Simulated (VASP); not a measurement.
```xyz
2
Lattice="0.0000 2.2413 2.2413 2.2413 0.0000 2.2413 2.2413 2.2413 0.0000" Properties=species:S:1:pos:R:3 pbc="T T T"
Nb     0.0000     0.0000     0.0000
C      2.2413     2.2413     2.2413
```

These are PBE GGA, VASP's PBE PAW potentials (set 64) (plane waves; VASP) values and carry that method's errors. Run with 520 eV cut-off, Gaussian smearing of 0.050 eV, potentials Nb_sv C.

Question: Give the energies of bands 6 to 11 at the high-symmetry points, in eV from the Fermi level.

Answer: 
```csv
band,Γ,X,U,L,W
6,-1.32,-4.16,-5.15,-7.54,-4.63
7,-1.32,-3.89,-4.24,-5.11,-4.39
8,-1.32,-1.34,-3.50,-5.11,-4.39
9,-0.25,-1.34,-0.34,2.08,1.49
10,-0.25,1.93,2.42,2.08,1.49
11,-0.25,3.16,3.35,3.49,3.16
```

It has no gap at this level: it comes out as a metal or semimetal.

The compound is NbC in the rock salt structure. It was relaxed first. The electron count is odd and the run is not spin-polarised, which forces a metal.
